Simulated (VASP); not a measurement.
**LiSe: equation of state with PBE**

The system is LiSe.

```
CELL_PARAMETERS angstrom
3.06457 0.00000 0.00000
0.00000 3.06457 0.00000
0.00000 0.00000 3.78625
ATOMIC_POSITIONS crystal
Li 0.50000 0.50000 0.00000
Se 0.00000 0.00000 0.50000
```

The cell was built by a generator and needn't be a form met in nature.

```yaml
Program: VASP 6.6.1
Task: equation of state
Functional: PBE
Potentials_or_basis: VASP PAW PBE potentials, release 64 (Li_sv, Se)
Cutoff: 520 eV
k_mesh: 9 × 9 × 7
Occupations: fermi-dirac, width 0.05 eV
Spin: no spin polarisation
```

```yaml
Equilibrium_volume: 17.82 Å³/atom
Bulk_modulus_at_fixed_shape_and_positions: 45 GPa
Pressure_derivative_of_the_bulk_modulus: 4.3
```

Energy against volume, from the lowest point:
```csv
volume (Å³/atom),energy (meV/atom)
16.713,10.67
17.068,4.71
17.424,1.24
17.779,0.00
18.135,0.77
18.491,3.34
18.846,7.54
```

All runs of the series together: 67 s on 1 thread of Intel(R) Xeon(R) 6975P-C (Granite Rapids), on a shared host.

Caveat: the cutoff is under 1.25 times the usual one of these potentials, so pressure, stress and relaxed cells hold a basis-set (Pulay) error; the cell was scaled at fixed shape and fractional positions, which overstates the stiffness of a crystal with free parameters, most of all of layers and chains.
